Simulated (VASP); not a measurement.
Given:

```xyz
2
Lattice="0.0000 3.4666 3.4666 3.4666 0.0000 3.4666 3.4666 3.4666 0.0000" Properties=species:S:1:pos:R:3 pbc="T T T"
Ba     0.0000     0.0000     0.0000
Te     3.4666     3.4666     3.4666
```

Computed with PBE GGA, VASP's PBE PAW potentials (set 64) (plane waves; VASP). Numerical set-up: 300 eV cut-off, 6×6×6 Γ-centred mesh, Fermi-Dirac smearing of 0.050 eV, potentials Ba_sv Te.

Unless said otherwise, spin-orbit coupling is left out, though it shifts the bands of the heavy elements here.

Give the energies of bands 6 to 11 at the high-symmetry points, in eV from the valence-band maximum.

```tsv
band	Γ	X	U	L	W
6	0.00	-1.14	-1.31	-2.32	-1.34
7	0.00	-0.38	-1.08	-1.19	-0.96
8	0.00	-0.38	-0.81	-1.19	-0.96
9	2.91	1.45	2.55	4.23	3.52
10	2.91	4.48	5.07	4.82	3.52
11	2.91	4.77	5.24	4.95	4.91
```

The gap is indirect, 1.45 eV, from the valence maximum at Γ to the conduction minimum at X.

The structure comes from a computed database's BaTe entry; how it stands against other phases isn't given here. The cell was not relaxed at this level.
